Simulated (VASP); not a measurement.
Computed with G0W0 on PBE orbitals, VASP's PBE PAW potentials (set 64) (plane waves; VASP).

Input for VASP

### INCAR
```
ALGO = EVGW0
ENCUT = 500
ENCUTGW = 180
GGA = PE
ISMEAR = 0
LASPH = T
LCHARG = F
LREAL = F
LSPECTRALGW = T
LWAVE = F
NBANDS = 120
NBANDSGW = 12
NELMGW = 1
NOMEGA = 64
PREC = Normal
SIGMA = 0.01
SYSTEM = BP
```

File KPOINTS:
```
Automatic mesh
0
Gamma
6 6 6
0 0 0
```

POSCAR:
```
BP
1
    0.0000000000     2.2700000000     2.2700000000
    2.2700000000     0.0000000000     2.2700000000
    2.2700000000     2.2700000000     0.0000000000
B P
1 1
Direct
  0.0000000000   0.0000000000   0.0000000000
  0.2500000000   0.2500000000   0.2500000000
```

POTCAR, in this order: B_GW P_GW (PBE.64 set). Program: vasp_std. Read from the step before: WAVECAR, WAVEDER.

Output of the run:

### OSZICAR
```
energies w=
    0.000    0.000    0.586    0.000    1.170    0.000    1.752    0.000
    2.330    0.000    2.903    0.000    3.470    0.000    4.031    0.000
    4.585    0.000    5.131    0.000    5.670    0.000    6.201    0.000
    6.725    0.000    7.242    0.000    7.752    0.000    8.257    0.000
    8.756    0.000    9.251    0.000    9.742    0.000   10.230    0.000
   10.716    0.000   11.202    0.000   11.688    0.000   12.175    0.000
   12.665    0.000   13.159    0.000   13.658    0.000   14.164    0.000
   14.678    0.000   15.202    0.000   15.737    0.000   16.287    0.000
   16.852    0.000   17.436    0.000   18.040    0.000   18.669    0.000
   19.325    0.000   20.012    0.000   20.735    0.000   21.498    0.000
   22.308    0.000   23.171    0.000   24.096    0.000   25.090    0.000
   26.167    0.000   27.338    0.000   28.621    0.000   30.035    0.000
   31.604    0.000   33.360    0.000   35.340    0.000   37.593    0.000
   40.186    0.000   43.202    0.000   46.759    0.000   51.018    0.000
   56.209    0.000   62.677    0.000   70.953    0.000   81.909    0.000
   97.080    0.000  119.436    0.000  155.592    0.000  223.838    0.000
NQ=   1    0.0000    0.0000    0.0000,
 performed        246000 updates of chi_q(r,r)
NQ=   2    0.1667    0.0000    0.0000,
 performed        688000 updates of chi_q(r,r)
NQ=   3    0.3333    0.0000    0.0000,
 performed       1130000 updates of chi_q(r,r)
NQ=   4    0.5000    0.0000    0.0000,
 performed       1503000 updates of chi_q(r,r)
NQ=   5    0.1667    0.1667    0.0000,
 performed       1945000 updates of chi_q(r,r)
NQ=   6    0.3333    0.1667    0.0000,
 performed       2635000 updates of chi_q(r,r)
NQ=   7    0.5000    0.1667    0.0000,
 performed       3325000 updates of chi_q(r,r)
NQ=   8   -0.3333    0.1667    0.0000,
 performed       4015000 updates of chi_q(r,r)
NQ=   9   -0.1667    0.1667    0.0000,
 performed       4612000 updates of chi_q(r,r)
NQ=  10    0.3333    0.3333    0.0000,
 performed       5054000 updates of chi_q(r,r)
NQ=  11    0.5000    0.3333    0.0000,
 performed       5744000 updates of chi_q(r,r)
NQ=  12   -0.3333    0.3333    0.0000,
 performed       6341000 updates of chi_q(r,r)
NQ=  13    0.5000    0.5000    0.0000,
 performed       6673000 updates of chi_q(r,r)
NQ=  14    0.5000    0.3333    0.1667,
 performed       7449000 updates of chi_q(r,r)
NQ=  15   -0.3333    0.3333    0.1667,
 performed       8179000 updates of chi_q(r,r)
NQ=  16   -0.3333    0.5000    0.1667,
 performed       8779000 updates of chi_q(r,r)
 resolving degeneracies of screened two electron integrals
```

OUTCAR:
```


 k-point   1 :       0.0000    0.0000    0.0000
  band No.  KS-energies  QP-energies   sigma(KS)   V_xc(KS)     V^pw_x(r,r')   Z            occupation Imag(sigma)

      1      -8.3287      -9.1110     -13.1870     -12.0561     -20.4756       0.6918       2.0000       1.3646
      2       7.1215       6.5471     -14.0301     -13.3004     -14.9270       0.7872       2.0000       0.0391
      3       7.1215       6.5471     -14.0301     -13.3004     -14.9270       0.7872       2.0000       0.0391
      4       7.1215       6.5471     -14.0301     -13.3004     -14.9270       0.7872       2.0000       0.0391
      5      10.5227      10.8569     -11.6472     -12.0735      -7.1323       0.7840       0.0000      -0.0665
      6      10.5227      10.8569     -11.6472     -12.0735      -7.1323       0.7840       0.0000      -0.0665
      7      10.5227      10.8569     -11.6472     -12.0735      -7.1323       0.7840       0.0000      -0.0665
      8      14.4768      14.7879     -12.3459     -12.7601      -6.2291       0.7510       0.0000      -0.1468
      9      18.6363      18.5261      -9.5940      -9.4530      -3.3656       0.7817       0.0000      -0.3298
     10      19.1369      19.5634     -11.2027     -11.7532      -4.9719       0.7746       0.0000      -0.2913
     11      19.1369      19.5634     -11.2027     -11.7532      -4.9719       0.7746       0.0000      -0.2913
     12      22.7989      22.8701      -9.8496      -9.9415      -2.8176       0.7740       0.0000      -0.6855

 k-point   2 :       0.1667    0.0000    0.0000
  band No.  KS-energies  QP-energies   sigma(KS)   V_xc(KS)     V^pw_x(r,r')   Z            occupation Imag(sigma)

      1      -7.8314      -8.6206     -13.2215     -12.0976     -20.3256       0.7022       2.0000       1.2968
      2       4.2881       3.5997     -13.5812     -12.6855     -15.4251       0.7687       2.0000       0.0683
      3       6.4582       5.8665     -13.8688     -13.1143     -14.9458       0.7842       2.0000       0.0433
      4       6.4582       5.8665     -13.8688     -13.1143     -14.9458       0.7842       2.0000       0.0433
      5      11.1348      11.4232     -11.7974     -12.1668      -7.0717       0.7809       0.0000      -0.0730
      6      11.4245      11.7812     -11.7697     -12.2289      -6.9680       0.7770       0.0000      -0.0765
      7      11.4245      11.7812     -11.7697     -12.2289      -6.9680       0.7770       0.0000      -0.0765
      8      15.7722      16.0834     -12.1948     -12.6138      -5.7642       0.7427       0.0000      -0.2020
      9      17.9911      18.3062     -10.7474     -11.1530      -4.7040       0.7770       0.0000      -0.2640
     10      17.9911      18.3062     -10.7474     -11.1530      -4.7040       0.7770       0.0000      -0.2640
     11      19.8728      19.8520      -9.8456      -9.8189      -3.3481       0.7747       0.0000      -0.4066
     12      22.2982      22.2884      -9.9027      -9.8900      -2.9994       0.7741       0.0000      -0.6103

 k-point   3 :       0.3333    0.0000    0.0000
  band No.  KS-energies  QP-energies   sigma(KS)   V_xc(KS)     V^pw_x(r,r')   Z            occupation Imag(sigma)

      1      -6.4161      -7.1887     -13.3350     -12.2561     -19.9278       0.7161       2.0000       1.0857
      2       0.3962      -0.3697     -13.2507     -12.2002     -16.8546       0.7290       2.0000       0.2064
      3       5.6562       5.0140     -13.8609     -13.0352     -15.2970       0.7777       2.0000       0.0514
      4       5.6562       5.0140     -13.8609     -13.0352     -15.2970       0.7777       2.0000       0.0514
      5      11.0069      11.2533     -11.7850     -12.1004      -6.9499       0.7815       0.0000      -0.0740
      6      11.9735      12.3390     -11.3834     -11.8534      -6.3545       0.7777       0.0000      -0.0841
      7      11.9735      12.3390     -11.3834     -11.8534      -6.3545       0.7777       0.0000      -0.0841
      8      17.2301      17.4372     -10.7967     -11.0731      -4.0809       0.7493       0.0000      -0.2925
      9      18.9344      19.2390     -11.0552     -11.4510      -4.5760       0.7695       0.0000      -0.3666
     10      18.9344      19.2390     -11.0552     -11.4510      -4.5760       0.7695       0.0000      -0.3666
     11      20.5436      20.5908     -10.4762     -10.5378      -3.7320       0.7671       0.0000      -0.4485
     12      24.8657      25.0719     -11.0685     -11.3460      -3.3534       0.7431       0.0000      -0.7792

 k-point   4 :       0.5000    0.0000    0.0000
  band No.  KS-energies  QP-energies   sigma(KS)   V_xc(KS)     V^pw_x(r,r')   Z            occupation Imag(sigma)

      1      -5.0093      -5.7551     -13.6326     -12.5986     -19.7077       0.7213       2.0000       0.8773
      2      -1.9037      -2.6685     -12.8315     -11.7626     -17.4673       0.7155       2.0000       0.4033
      3       5.3671       4.7028     -13.8870     -13.0316     -15.4638       0.7767       2.0000       0.0545
      4       5.3671       4.7028     -13.8870     -13.0316     -15.4638       0.7767       2.0000       0.0545
      5      10.8886      11.1230     -11.7975     -12.0972      -6.9553       0.7819       0.0000      -0.0734
      6      11.8284      12.1782     -11.1382     -11.5863      -6.1531       0.7809       0.0000      -0.0816
      7      11.8284      12.1782     -11.1382     -11.5863      -6.1531       0.7809       0.0000      -0.0816
      8      17.2536      17.3471     -10.0446     -10.1682      -3.4743       0.7559       0.0000      -0.2859
      9      21.5998      21.9624     -11.4553     -11.9352      -4.1180       0.7556       0.0000      -0.6014
     10      21.5998      21.9624     -11.4553     -11.9352      -4.1180       0.7556       0.0000      -0.6014
     11      21.9444      22.1339     -10.6406     -10.8905      -3.5352       0.7586       0.0000      -0.5187
     12      24.5160      24.8064     -11.4792     -11.8595      -4.0613       0.7633       0.0000      -0.8667

 k-point   5 :       0.1667    0.1667    0.0000
  band No.  KS-energies  QP-energies   sigma(KS)   V_xc(KS)     V^pw_x(r,r')   Z            occupation Imag(sigma)

      1      -7.6646      -8.4555     -13.2293     -12.1103     -20.2731       0.7068       2.0000       1.2732
      2       5.1841       4.4945     -14.0922     -13.2000     -15.7129       0.7729       2.0000       0.0582
      3       5.3931       4.7619     -13.6096     -12.7989     -15.0233       0.7786       2.0000       0.0525
      4       5.3931       4.7619     -13.6096     -12.7989     -15.0233       0.7786       2.0000       0.0525
      5       9.5631       9.8164     -11.2658     -11.5865      -6.9543       0.7900       0.0000      -0.0604
      6      12.9725      13.3636     -12.0597     -12.5702      -6.7897       0.7661       0.0000      -0.1020
      7      12.9725      13.3636     -12.0597     -12.5702      -6.7897       0.7661       0.0000      -0.1020
      8      14.0084      14.2700     -10.9294     -11.2697      -5.3049       0.7688       0.0000      -0.1226
      9      17.7338      18.0326     -11.8151     -12.2104      -5.3554       0.7558       0.0000      -0.2852
     10      19.8432      20.2656     -11.2340     -11.7835      -4.7942       0.7687       0.0000      -0.3553
     11      20.6256      20.6477      -9.9998     -10.0283      -3.3751       0.7745       0.0000      -0.4455
     12      24.0856      24.1437     -10.0612     -10.1363      -2.7901       0.7731       0.0000      -0.8167

 k-point   6 :       0.3333    0.1667    0.0000
  band No.  KS-energies  QP-energies   sigma(KS)   V_xc(KS)     V^pw_x(r,r')   Z            occupation Imag(sigma)

      1      -6.5424      -7.3147     -13.3029     -12.2223     -19.9416       0.7147       2.0000       1.1032
      2       1.8082       1.0426     -13.5551     -12.5231     -16.5475       0.7418       2.0000       0.1340
      3       4.5972       3.9170     -13.6333     -12.7515     -15.3791       0.7714       2.0000       0.0623
      4       4.5972       3.9170     -13.6333     -12.7515     -15.3791       0.7714       2.0000       0.0623
      5      10.0636      10.3048     -11.1984     -11.5040      -6.7070       0.7890       0.0000      -0.0653
      6      13.3244      13.6108     -10.9449     -11.3153      -5.4900       0.7734       0.0000      -0.1109
      7      13.7318      14.0516     -11.7241     -12.1420      -6.2179       0.7654       0.0000      -0.1195
      8      14.0465      14.4553     -11.8377     -12.3753      -6.1742       0.7605       0.0000      -0.1302
      9      19.6401      19.9738     -11.8071     -12.2533      -4.6263       0.7478       0.0000      -0.4563
     10      20.5738      20.9445     -11.2362     -11.7188      -4.4540       0.7680       0.0000      -0.4722
     11      21.9291      22.0243     -10.4127     -10.5371      -3.4779       0.7658       0.0000      -0.5484
     12      24.7172      24.7975     -10.3531     -10.4592      -3.0275       0.7564       0.0000      -0.7304

 k-point   7 :       0.5000    0.1667    0.0000
  band No.  KS-energies  QP-energies   sigma(KS)   V_xc(KS)     V^pw_x(r,r')   Z            occupation Imag(sigma)

      1      -4.8568      -5.5968     -13.5730     -12.5427     -19.5760       0.7182       2.0000       0.8440
      2      -1.2098      -1.9822     -13.0632     -11.9885     -17.4091       0.7187       2.0000       0.3349
      3       3.5428       2.8178     -13.5402     -12.5890     -15.6985       0.7623       2.0000       0.0798
      4       4.5488       3.8582     -13.6745     -12.7785     -15.5005       0.7707       2.0000       0.0630
      5      10.4111      10.6490     -10.9180     -11.2191      -6.2626       0.7906       0.0000      -0.0689
      6      13.4654      13.7725     -11.8025     -12.2036      -6.3369       0.7659       0.0000      -0.1130
      7      13.5602      13.9445     -11.4262     -11.9275      -5.9058       0.7667       0.0000      -0.1175
      8      16.0478      16.3617     -11.2806     -11.6977      -4.9493       0.7525       0.0000      -0.2192
      9      19.6432      19.8871     -11.0233     -11.3475      -4.0130       0.7524       0.0000      -0.4389
...
```
(Selected blocks of OUTCAR.)

The mesh is coarse and the basis finite, so the quasiparticle values are not converged.

The compound is BP in the zinc blende structure. The cell was not relaxed at this level.
